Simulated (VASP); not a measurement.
Given:

```
V
1.0
   -2.36640     2.36640     1.29114
    2.36640    -2.36640     1.29114
    2.36640     2.36640    -1.29114
V
2
Direct
  0.75000   0.25000   0.50000
  0.00000   0.00000   0.00000
```
Starting moments (μB, in the order of the record's atoms V V): 2.0 2.0.

Calculation: PBE GGA, VASP's PBE PAW potentials (set 64) (plane waves; VASP). Settings: 400 eV cut-off, 14×14×14 Γ-centred mesh, first-order Methfessel-Paxton smearing of 0.10 eV, potentials V_sv.

### Question
What does the run give for the cell moment, energy per atom (σ→0), pressure, band gap (on the k-mesh) with the smallest direct gap where there is one?

### Answer

```yaml
band gap (on the k-mesh): none (metal, semimetal or under 0.01 eV)
cell_moment: 0.00 μB
energy per atom (σ→0): -8.513 eV/atom
pressure: -5.96 GPa
```

The absolute energy has meaning only against runs of the same code, potentials and settings.

The structure was generated: V was put into the beta-Sn type (I4_1/amd), which need not be its known phase. The cell was not relaxed at this level.
